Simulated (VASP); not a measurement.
Input:

```
RbBr
1.0
    0.00000     3.33724     3.33724
    3.33724     0.00000     3.33724
    3.33724     3.33724     0.00000
Rb Br
1 1
Direct
  0.00000   0.00000   0.00000
  0.50000   0.50000   0.50000
```

Level of theory: LDA (Ceperley-Alder, Perdew-Zunger), VASP's LDA PAW potentials (set 64) (plane waves; VASP 6.6.1). Numerical set-up: 520 eV cut-off, 6×6×6 Γ-centred mesh, Gaussian smearing of 0.050 eV, potentials Rb_sv Br.

Task: What does the run give for the energy per atom (σ→0), band gap (on the k-mesh) with the smallest direct gap where there is one?

Result: 
```yaml
band gap (on the k-mesh): 4.16 eV
smallest direct gap (on the k-mesh): 4.16 eV
energy per atom (σ→0): -3.359 eV/atom
```

The compound is RbBr in the rock salt structure. It was relaxed first, which changed the volume by -9 %. The start is the result of an earlier pass.
